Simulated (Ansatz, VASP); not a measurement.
## Cross-check of Al8Si (Al(100)-c(2x2)-Si, bridge site) between VASP and Ansatz

Aim: how closely do two programs agree when they are given the same cell, functional and k mesh? The cell is taken from a series of runs on this material, whose earlier steps may have relaxed, scaled, displaced or heated it; both programs get it as it stands. Other levels of theory on this material are compared in a session of their own.

Calculated with Ansatz 0.2.0; plane waves, with VASP 6.6.1 beside it; single point at LDA.

## Step 1: The structure

The cell holds 9 atoms: 8 Al and 1 Si. Its edges and angles: a = 4.050 Å, b = 4.050 Å, c = 24.958 Å, α = 90.0°, β = 90.0°, γ = 90.0°. Vacuum lies along c.

As a file:

```cif
data_structure
_symmetry_space_group_name_H-M 'P 1'
_symmetry_Int_Tables_number 1
_cell_length_a 4.0500
_cell_length_b 4.0500
_cell_length_c 24.9584
_cell_angle_alpha 90.000
_cell_angle_beta 90.000
_cell_angle_gamma 90.000
_cell_volume 409.38
loop_
_atom_site_label
_atom_site_type_symbol
_atom_site_fract_x
_atom_site_fract_y
_atom_site_fract_z
_atom_site_occupancy
Al1 Al 0.00000 0.50000 0.34057 1
Al2 Al 0.50000 0.00000 0.34057 1
Al3 Al 0.00000 0.00000 0.42170 1
Al4 Al 0.50000 0.50000 0.42170 1
Al5 Al 0.00036 0.50036 0.50346 1
Al6 Al 0.49964 0.99964 0.50346 1
Al7 Al 0.99322 0.00678 0.58401 1
Al8 Al 0.50678 0.49322 0.58401 1
Si9 Si 0.25000 0.75000 0.66318 1
```

## Step 2: VASP: single point, LDA

With cell and atoms fixed, the geometry can't cause a difference; cores, projectors, grids and the points listed under the comparison can.

Lines of VASP's logs that name or quote its potential files are left out, and so is its time.

The input, INCAR:

```
SYSTEM = Al8Si
PREC = Accurate
ENCUT = 400
EDIFF = 1E-06
NELM = 120
ISMEAR = -1
SIGMA = 0.05
LREAL = .FALSE.
ALGO = Normal
GGA = PW92
NBANDS = 23
LORBIT = 11
LWAVE = .FALSE.
LCHARG = .FALSE.
ISIF = 2
LDIPOL = .TRUE.
IDIPOL = 3
DIPOL = 0.5 0.5 0.484
LVHAR = .TRUE.
LASPH = .TRUE.
GGA_COMPAT = .FALSE.
NELMDL = -8
KPAR = 2
```

The input, POSCAR:

```
Al8Si
1.0
    4.0500000000      0.0000000000      0.0000000000
    0.0000000000      4.0500000000      0.0000000000
    0.0000000000      0.0000000000     24.9584498931
Al Si
8 1
Direct
    0.0000000000      0.5000000000      0.3405660222
    0.5000000000      0.0000000000      0.3405660222
    0.0000000000      0.0000000000      0.4217008686
    0.5000000000      0.5000000000      0.4217008686
    0.0003582672      0.5003582672      0.5034634998
    0.4996417328      0.9996417328      0.5034634998
    0.9932187599      0.0067812401      0.5840100998
    0.5067812401      0.4932187599      0.5840100998
    0.2500000000      0.7500000000      0.6631821168
```

The input, KPOINTS:

```
Automatic mesh
0
Gamma
16 16 1
0 0 0
```

Potentials, in the order of the species: Al and Si (LDA family, release 64).

Run with:

```
$ mpirun -np 2 vasp_std
```

Numbers of over 12 decimals in the logs are rounded to 6 here.

What it wrote:

```text
[banner, memory and clock lines left out]
running    2 mpi-ranks, on    1 nodes
 distrk:  each k-point on    1 cores,    2 groups
 distr:  one band on    1 cores,    1 groups

 POSCAR found type information on POSCAR AlSi
 POSCAR found :  2 types and       9 ions
|                                                                             |
|               ----> ADVICE to this user running VASP <----                  |
|                                                                             |
|     You enforced a specific xc type in the INCAR file but a different       |
|     [... a line on the potential file left out ...]
|     I HOPE YOU KNOW WHAT YOU ARE DOING!                                     |
|                                                                             |

 LDA part: xc-table for (Slater(with rela. corr.)+PW92), standard interpolation
 POSCAR, INCAR and KPOINTS ok, starting setup
 FFT: planning ... GRIDC
 FFT: planning ... GRID_SOFT
 FFT: planning ... GRID
 WAVECAR not read
 entering main loop
       N       E                     dE             d eps       ncg     rms          rms(c)
DAV:   1     0.751203876658E+02    0.75120E+02   -0.75544E+03  3358   0.706E+02
DAV:   2    -0.319010892416E+02   -0.10702E+03   -0.10308E+03  4892   0.133E+02
DAV:   3    -0.369126525240E+02   -0.50116E+01   -0.48841E+01  4225   0.289E+01
DAV:   4    -0.371363266040E+02   -0.22367E+00   -0.22343E+00  5710   0.752E+00
DAV:   5    -0.371401013459E+02   -0.37747E-02   -0.37745E-02  5297   0.870E-01
DAV:   6    -0.371403236393E+02   -0.22229E-03   -0.22229E-03  5861   0.168E-01
DAV:   7    -0.371403305606E+02   -0.69213E-05   -0.69213E-05  5216   0.231E-02
DAV:   8    -0.371403311348E+02   -0.57424E-06   -0.57421E-06  4734   0.565E-03    0.462E+00
DAV:   9    -0.361900821058E+02    0.95025E+00   -0.41532E+00  4002   0.780E+00    0.302E+00
DAV:  10    -0.361860786718E+02    0.40034E-02   -0.26941E+00  4063   0.624E+00    0.201E+00
DAV:  11    -0.363351425444E+02   -0.14906E+00   -0.58503E+00  4459   0.878E+00    0.213E+00
DAV:  12    -0.358523275732E+02    0.48281E+00   -0.19897E+00  4286   0.529E+00    0.375E-01
DAV:  13    -0.358652926475E+02   -0.12965E-01   -0.17497E-01  4440   0.155E+00    0.369E-01
DAV:  14    -0.358638280893E+02    0.14646E-02   -0.95131E-03  4820   0.463E-01    0.226E-01
[...]
DAV:  22    -0.358641555311E+02   -0.27028E-04   -0.33274E-06  3762   0.526E-03    0.371E-03
DAV:  23    -0.358641927200E+02   -0.37189E-04   -0.85634E-06  3591   0.830E-03    0.308E-03
DAV:  24    -0.358641949889E+02   -0.22690E-05   -0.42704E-07  2929   0.334E-03    0.160E-03
DAV:  25    -0.358642117777E+02   -0.16789E-04   -0.11974E-06  3077   0.328E-03    0.150E-03
DAV:  26    -0.358642182515E+02   -0.64738E-05   -0.43588E-07  2928   0.237E-03    0.441E-04
DAV:  27    -0.358642208459E+02   -0.25944E-05   -0.13948E-07  2751   0.143E-03    0.410E-04
DAV:  28    -0.358642220982E+02   -0.12523E-05   -0.58752E-08  2653   0.899E-04    0.366E-04
DAV:  29    -0.358642224553E+02   -0.35709E-06   -0.17341E-08  2533   0.626E-04
   1 F= -.35864222E+02 E0= -.35847075E+02  d E =-.342956E-01
```

OUTCAR, selected parts (step 2):

```text
ion  position               nearest neighbor table
   1  0.000  0.500  0.341-   3 2.86   4 2.86   3 2.86   4 2.86   2 2.86   2 2.86   2 2.86   2 2.86

  LATTYP: Found a simple tetragonal cell.
 ALAT       =     4.0500000000
 C/A-ratio  =     6.1625802205

 Subroutine GETGRP returns: Found  4 space group operations
 (whereof  2 operations were pure point group operations)

The static configuration has the point symmetry C_1h.
 The point group associated with its full space group is C_2v.

 Found     73 irreducible k-points:

   k-points           NKPTS =     73   k-points in BZ     NKDIM =     73   number of bands    NBANDS=     23

   dimension x,y,z NGX =    28 NGY =   28 NGZ =  168
   dimension x,y,z NGXF=    56 NGYF=   56 NGZF=  336

   ENCUT  =  400.0 eV  29.40 Ry    5.42 a.u.   6.60  6.60 40.70*2*pi/ulx,y,z

   NELECT =      28.0000    total number of electrons

 k-points in reciprocal lattice and weights: Automatic mesh
   0.00000000  0.00000000  0.00000000       0.004
   0.06250000  0.00000000  0.00000000       0.016
   0.12500000  0.00000000  0.00000000       0.016
   0.18750000  0.00000000  0.00000000       0.016
   0.25000000  0.00000000  0.00000000       0.016
   0.31250000  0.00000000  0.00000000       0.016
   0.37500000  0.00000000  0.00000000       0.016
   0.43750000  0.00000000  0.00000000       0.016
   0.50000000  0.00000000  0.00000000       0.008
[...]
0.50000000  0.43750000  0.00000000       0.016
   0.50000000  0.50000000  0.00000000       0.004

 dipolmoment           0.000000      0.000000      0.061772 electrons x Angstroem

 average (electrostatic) potential at core
       1 -78.9086       2 -78.9086       3 -78.8744       4 -78.8744       5 -78.8652
       6 -78.8652       7 -78.6984       8 -78.6984       9 -91.2300

 E-fermi :  -0.1849

 k-point     1 :       0.0000    0.0000    0.0000
  band No.  band energies     occupation
    ...
     10      -1.4852      2.00000
     11      -1.3962      2.00000
     12      -1.3308      2.00000
     13      -0.6272      1.99971
     14      -0.1838      0.98849
     15       0.0725      0.01156
     16       0.5241      0.00000
     17       0.5697      0.00000
     18       1.3279      0.00000
     19       1.3300      0.00000
    ...

 k-point     2 :       0.0625    0.0000    0.0000
  band No.  band energies     occupation
    ...
     10      -1.4164      2.00000
     11      -1.3396      2.00000
     12      -0.8776      2.00000
     13      -0.5484      1.99861
     14      -0.1984      1.13374
     15       0.1645      0.00184
     16       0.4770      0.00000
     17       0.7939      0.00000
     18       1.3027      0.00000
     19       1.4719      0.00000
    ...

 k-point     3 :       0.1250    0.0000    0.0000
  band No.  band energies     occupation
    ...
      9      -1.6589      2.00000
     10      -1.3972      2.00000
     11      -1.2768      2.00000
     12      -1.1709      2.00000
     13      -0.3798      1.96021
     14       0.3400      0.00006
     15       0.3982      0.00002
     16       0.4633      0.00000
     17       1.1644      0.00000
     18       1.2909      0.00000
    ...

  Total       -6.1587924     -6.1587924     -1.4276869     -0.6406661      0.0000000      0.0000000
  in kB      -24.1034103    -24.1034103     -5.5874789     -2.5073483      0.0000000      0.0000000
  external PRESSURE =     -17.9314332 kB  Pullay stress =       0.0000000 kB

  energy-cutoff  :      400.00
  volume of cell :      409.38
      direct lattice vectors                 reciprocal lattice vectors
     4.050000000  0.000000000  0.000000000     0.246913580  0.000000000  0.000000000
     0.000000000  4.050000000  0.000000000     0.000000000  0.246913580  0.000000000
     0.000000000  0.000000000 24.958449893     0.000000000  0.000000000  0.040066591

 POSITION                                       TOTAL-FORCE (eV/Angst)
 -----------------------------------------------------------------------------------
      0.00000      2.02500      8.50000        -0.066018     -0.066018      0.083941
      2.02500      0.00000      8.50000         0.066018      0.066018      0.083941
      0.00000      0.00000     10.52500        -0.038722      0.038722      0.035882
      2.02500      2.02500     10.52500         0.038722     -0.038722      0.035882
      0.00145      2.02645     12.56567         0.018661      0.018661     -0.036851
      2.02355      4.04855     12.56567        -0.018661     -0.018661     -0.036851
      4.02254      0.02746     14.57599        -0.047906      0.047906     -0.019769
      2.05246      1.99754     14.57599         0.047906     -0.047906     -0.019769
      1.01250      3.03750     16.55200         0.000000      0.000000     -0.126407
 -----------------------------------------------------------------------------------
    total drift:                                0.000000      0.000000     -0.000030

  FREE ENERGIE OF THE ION-ELECTRON SYSTEM (eV)
  ---------------------------------------------------
  free  energy   TOTEN  =       -35.8642224553 eV

  energy  without entropy=      -35.8299268515  energy(sigma->0) =      -35.84707465

 vacuum level on the upper side and lower side of the slab         4.981         4.301

 total charge
# of ion       s       p       d       tot
------------------------------------------
    1        0.480   0.298   0.000   0.779
    2        0.480   0.298   0.000   0.779
    3        0.444   0.343   0.000   0.786
    4        0.444   0.343   0.000   0.786
    5        0.445   0.342   0.000   0.786
    6        0.445   0.342   0.000   0.786
    7        0.459   0.341   0.000   0.800
    8        0.459   0.341   0.000   0.800
    9        0.916   0.656   0.000   1.572
--------------------------------------------------
tot          4.571   3.304   0.000   7.875

[... 3 further parts left out ...]
```

## Step 3: Ansatz: single point, LDA

Ansatz runs on its default PAW (the set named soft_2) files.

The same cell, functional (in two slightly different forms), mesh and smearing now go to Ansatz, which takes its cutoff from its data sets.

The input, input.yaml:

```yaml
crystal:
  lattice:
    - [4.05, 0.0, 0.0]
    - [0.0, 4.05, 0.0]
    - [0.0, 0.0, 24.9584498931]
  atoms:
    - { symbol: Al, position: [0.0, 0.5, 0.3405660222] }
    - { symbol: Al, position: [0.5, 0.0, 0.3405660222] }
    - { symbol: Al, position: [0.0, 0.0, 0.4217008686] }
    - { symbol: Al, position: [0.5, 0.5, 0.4217008686] }
    - { symbol: Al, position: [0.0003582672, 0.5003582672, 0.5034634998] }
    - { symbol: Al, position: [0.4996417328, -0.0003582672, 0.5034634998] }
    - { symbol: Al, position: [-0.0067812401, 0.0067812401, 0.5840100998] }
    - { symbol: Al, position: [0.5067812401, 0.4932187599, 0.5840100998] }
    - { symbol: Si, position: [0.25, 0.75, 0.6631821168] }
kpoints:
  mp_grid: { grid: [16, 16, 1] }
hamiltonian:
  xc: lda
scf:
  occupations: { method: fermi_dirac, width: 0.05 }
  convergence: { dr2_threshold: 1.0e-09 }
  n_extra_bands: 20
efield:
  axis: 3
  dipole_correction: true
  ramp_position: 0.97
  ramp_width: 0.06
output:
  band_densities: [{ e_range: [-0.4, 0] }, { e_range: [0, 0.4] }]
  write_potential: true
  write_density: true
  volumetric_format: npy
```

Run with:

```
$ ansatz run input.yaml --threads 2 --pin off --max-ram 3072MiB --backend cpu --events-out ev --progress --plain --runs-dir out
```

What it wrote:

```text
scf.n_extra_bands = 20 over 14 filled bands (N_el = 28.0): the run solves 34 bands
Engine: ansatz 0.2.0, x86_64-unknown-linux-gnu
Pseudopotentials: kind: paw
Pseudopotential: Al, paw, valence charge 3, recommended cutoff 420 eV (normal), Al.paw.azcp
Pseudopotential: Si, paw, valence charge 4, recommended cutoff 420 eV (normal), Si.paw.azcp
Functional definition: SPW92
  exchange = slater_x
  correlation = pw_c
Crystal: 9 atoms, lattice volume = 409.381 Å³
Basis set: ecut = 420 eV, 8051 PW (Γ)
Bands: 34, of which v1, the nominal top of the filled ones, is band 14 counted from 1 (13 counted from 0)
Symmetry: 4 space group operations
Space group: Cmm2 (ITA 35), of the structure as read, at distance tolerance 7.4e-5 Å
k-points: 73 of 256
Non-local potential: Al, projectors of the file, l = 0: 2, l = 1: 2, l = 2: 1
Non-local potential: Si, projectors of the file, l = 0: 2, l = 1: 2, l = 2: 2
PAW form: soft (Blöchl's): semilocal exchange-correlation on the pseudo side does not see the compensation charge
PAW frozen core: Al, regenerated for the run's functional, and the local potential with it (the file was generated under x = pbe(κ = 0.804, μ = 0.219515), c = pbe(β = 0.066725))
PAW frozen core: Si, regenerated for the run's functional, and the local potential with it (the file was generated under x = pbe(κ = 0.804, μ = 0.219515), c = pbe(β = 0.066725))
PAW one-centre angular grid: Al, 110 points (default); XC on 64 Gauss nodes
PAW one-centre angular grid: Si, 110 points (default); XC on 64 Gauss nodes
Initial density: superposition of atomic densities (neutral atoms: chi_scale 0, normalization atom), corrected by the library's trained network
Initial wavefunctions: pseudopotential atomic-orbital guess
Functional: x = slater, c = lda
SCF iter   1: F=—  HF=-4708.113122 eV  |F-HF|=—  |Δ(HF+E_count)|=         —  Δρ=2.63e-3  dr2=3.85e-1  ethr=1.77e-3  p=-0.090 e·Å  D=-3.96e-2 V/Å  ΔV_dip=0.99 eV  dr2_dipole=1.72e-1  V_vac-E_F(+/−)=5.31/4.32 eV  ⟨swp⟩=8.4  Hψ=15429  notcnv=0  defer=454
efield: sawtooth ramp at fractional position 0.9700 (set: `efield.ramp_position`, or a place that a band, a saddle search or an elastic batch's reference lends), width 0.0600; the density the first Hamiltonian is built on has a dipole p = -0.090 e·Å; the dipole correction subtracts the counter field D = -3.96e-2 V/Å, which shifts the + side's vacuum level by +0.99 eV against the − side's; the planar-averaged density in the ramp window peaks in size at 1.8e-5 e/Å³
preconditioner: auto → LDOS  [metal: Δε(μ)=0.011 eV  Ē_g=8.110 eV  σ=0.050 eV  W_gap=0.05  n_scr=40 (ndim 8)  ℏωp=9.7 eV  f_vac=0.497  D(μ)=4.04/eV (n_scr^D=10)  β→1.0]
SCF iter   2: F=—  HF=-4708.094487 eV  |F-HF|=—  |Δ(HF+E_count)|=   1.86e-2  Δρ=6.18e-4  dr2=8.27e-3  ethr=1.38e-3  p=-0.061 e·Å  D=-2.69e-2 V/Å  ΔV_dip=0.67 eV  dr2_dipole=2.11e-3  V_vac-E_F(+/−)=5.15/4.48 eV  ⟨swp⟩=1.1  Hψ=3080  notcnv=0  defer=676
SCF iter   3: F=—  HF=-4708.094377 eV  |F-HF|=—  |Δ(HF+E_count)|=   1.09e-4  Δρ=1.75e-4  dr2=9.06e-4  ethr=2.95e-5  p=-0.061 e·Å  D=-2.71e-2 V/Å  ΔV_dip=0.68 eV  dr2_dipole=1.13e-4  V_vac-E_F(+/−)=5.17/4.49 eV  ⟨swp⟩=2.6  Hψ=2718  notcnv=0  defer=819
SCF iter   4: F=—  HF=-4708.094317 eV  |F-HF|=—  |Δ(HF+E_count)|=   6.02e-5  Δρ=3.27e-5  dr2=1.59e-5  ethr=3.23e-6  p=-0.062 e·Å  D=-2.73e-2 V/Å  ΔV_dip=0.68 eV  dr2_dipole=4.26e-6  V_vac-E_F(+/−)=5.16/4.48 eV  ⟨swp⟩=2.2  Hψ=2404  notcnv=0  defer=819
SCF iter   5: F=—  HF=-4708.094322 eV  |F-HF|=—  |Δ(HF+E_count)|=   4.99e-6  Δρ=7.81e-6  dr2=5.55e-7  ethr=5.67e-8  p=-0.062 e·Å  D=-2.73e-2 V/Å  ΔV_dip=0.68 eV  dr2_dipole=1.11e-7  V_vac-E_F(+/−)=5.16/4.48 eV  ⟨swp⟩=2.2  Hψ=2593  notcnv=0  defer=819
SCF iter   6: F=—  HF=-4708.094357 eV  |F-HF|=—  |Δ(HF+E_count)|=   3.47e-5  Δρ=1.66e-6  dr2=1.83e-8  ethr=1.98e-9  p=-0.062 e·Å  D=-2.73e-2 V/Å  ΔV_dip=0.68 eV  dr2_dipole=4.55e-10  V_vac-E_F(+/−)=5.16/4.48 eV  ⟨swp⟩=2.5  Hψ=2812  notcnv=0  defer=819
SCF iter   7: F=—  HF=-4708.094357 eV  |F-HF|=—  |Δ(HF+E_count)|=   2.64e-8  Δρ=4.09e-7  dr2=1.92e-9  ethr=3.57e-12  p=-0.062 e·Å  D=-2.73e-2 V/Å  ΔV_dip=0.68 eV  dr2_dipole=5.92e-10  V_vac-E_F(+/−)=5.16/4.48 eV  ⟨swp⟩=18.4  Hψ=18005  notcnv=0
SCF iter   8: F=-4708.094357 eV  HF=-4708.094357 eV  |F-HF|=2.73e-11  |Δ(HF+E_count)|=   1.26e-9  Δρ=9.77e-8  dr2=6.56e-11  ethr=3.57e-12  p=-0.062 e·Å  D=-2.73e-2 V/Å  ΔV_dip=0.68 eV  dr2_dipole=1.00e-13  V_vac-E_F(+/−)=5.16/4.48 eV  ⟨swp⟩=3.2  Hψ=4994  notcnv=0
SCF 1 converged in 8 iterations: F = -4708.094357 eV  dr2 = 6.56e-11
  greatest PAW one-centre occupation: 0.733 electrons in one spin orbital (limit 2), on the Si atom at site 8 (counted from 0), in its partial waves of l = 0
WARN: The output density's exchange-correlation potential varies sharply where the density is thin. Do not read a vacuum level from v_tot or v_xc, or from such a field of the output density. On a cell that repeats whose density bears no net charge and no dipole along the vacuum's axis use v_es (v_loc + v_h of the components); under efield.dipole_correction with no amplitude use v_es + v_field, which holds any externa [...]
SCF converged after 8 iterations
Free energy (F): -4708.094357 eV
Harris-Foulkes:  -4708.094357 eV  (|F-HF|=2.73e-11)
Internal energy: -4708.060059 eV  (E = F + TS)
E sigma→0 (E₀):  -4708.077208 eV
Entropy (-TS):   -0.034298 eV (-3.811 meV/atom)
Fermi energy:    -0.202964 eV
Dipole field:    D = -0.027323 V/Å  (p = -0.061815 e·Å, saw-weighted, corrected)
Work function:   Φ+ = 5.1643 eV   Φ− = 4.4824 eV
Levels:          The Fermi level and band energies are counted from a zero that moves with the ramp; work functions are not
--- Per-component energies (eV) ---
  E_band       = -119.324152
  E_kinetic    = 210.638184
  E_local      = -6709.240755  (includes V_loc(G=0)·N_el)
  E_nonlocal   = 116.133476
  E_hartree    = 3284.499113
  E_xc         = -362.386365
  E_vxc        = -272.106179  (∫ρ·V_xc dr)
  E_paw        = -4030.870601  (= ΣΔE_a)
  E_vpaw       = -33.579270  (= ΣTr[D̂ρ^β])
  E_aug_tail   = -0.000024  (compensation charges beyond the density's cutoff)
  E_efield     = 0.000844  (sawtooth field / dipole correction)
  E_vefield    = -0.167998  (∫n·V_field dr)
  E_ewald      = 2782.636005
  E_core_change = 0.530063  (= ΣΔE_core)
  E_smearing   = -0.034298  (= −TS)
  E_closure    = -0.000000  (closes the sum)
  Σ components = -4708.094357   (vs F -4708.094357, Δ=0.00e0)
--- Band table (eV; the first three rows and the last of 73) ---
  k-point 0: bands = [... 10 lower, -1.4103, -1.3547, -0.6505, -0.2071, 0.0533, 0.5030, 0.5528, 1.3071, ... 16 higher]
  k-point 1: bands = [... 10 lower, -1.3628, -0.8997, -0.5688, -0.2185, 0.1431, 0.4583, 0.7728, 1.2810, ... 16 higher]
  k-point 2: bands = [... 10 lower, -1.2954, -1.1912, -0.4002, 0.3198, 0.3770, 0.4431, 1.1438, 1.2700, ... 16 higher]
  k-point 72: bands = [... 10 lower, -3.1752, -3.0088, -2.5934, -1.4999, -1.2083, -0.5060, -0.3313, 0.6449, ... 16 higher]
--- Band densities, each state counted as filled ---
  window                                       electrons  max residual (eV)  cut levels
  e_range: [-0.4, 0]                            1.726562             1.2e-5           0
  e_range: [0, 0.4]                             1.789062             3.4e-4           0
```

Reading the cycles: dr2 is the Hartree energy of the density residual (eV), the measure of convergence; HF is the Harris–Foulkes estimate of the energy, which meets the free energy F at convergence.

## Step 4: Comparison

Known differences besides the potentials themselves: the cutoff is 420 eV in Ansatz and 400 eV in VASP; VASP's log shows a relativistic correction to its local exchange, Ansatz's none. Total energies have different zeros and are not compared.

Both answers:

| quantity | Ansatz | VASP | difference |
| --- | --- | --- | --- |
| work function, lower of the two faces (eV) | 4.48 | 4.49 | 0.00 |
| work function, higher of the two faces (eV) | 5.16 | 5.17 | 0.00 |

With vacuum in the cell, a pressure given here is an average over mostly empty space and none of the material.

## Step 5: Outcome

```yaml
difference_in_work_function_lower_of_the_two_faces_single_point_lda: -0.0035 eV
```

What this shows: The difference in work function, lower of the two faces is -0.0035 eV (single point, LDA). 4 further runs of this series are not shown here. How closely two codes agree says nothing of how well the functional describes the real material.

[Lines on the potential files, build, host, timing and source positions are cut from VASP's logs without a mark.]

[Logs are printed without paths, hosts, clocks, repeated set-up lines and the standing remarks that a program may print on its own settings, such as how far it seeks lower states.]

[Hosts, paths, dates, database ids (printed as entryN), source tags and the programs' standing remarks are cut or masked in the printed files.]
